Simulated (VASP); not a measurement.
Shape and ions are relaxed at each volume.

Consider the following.

Space group P4₂/mnm (No. 136); a = b = 4.5975 Å, c = 2.9602 Å, α = β = γ = 90.00°

```json
[
 {"atom": "Ti", "site": "2a", "symmetry": "m.mm", "x": "0.0000", "y": "0.0000", "z": "0.0000"},
 {"atom": "O", "site": "4f", "symmetry": "m.2m", "x": "0.3046", "y": "0.3046", "z": "0.0000"}
]
```

Calculation: SCAN meta-GGA, VASP's PBE PAW potentials (set 64) (plane waves; VASP). Numerical set-up: 520 eV cut-off, 5×5×8 Γ-centred mesh, Gaussian smearing of 0.050 eV, potentials Ti_sv O.

**Question.** Give the energy at these volumes per atom, relative to the lowest: 9.78, 10.10, 10.41, 10.72, 11.03 Å³.

**Answer.** 33.1, 8.3, 0.0, 5.7, 23.2 meV/atom. A third-order Birch-Murnaghan fit gives B0 = 236 GPa and B0′ = 4.7.

The compound is TiO2 in the rutile structure. It was relaxed first.
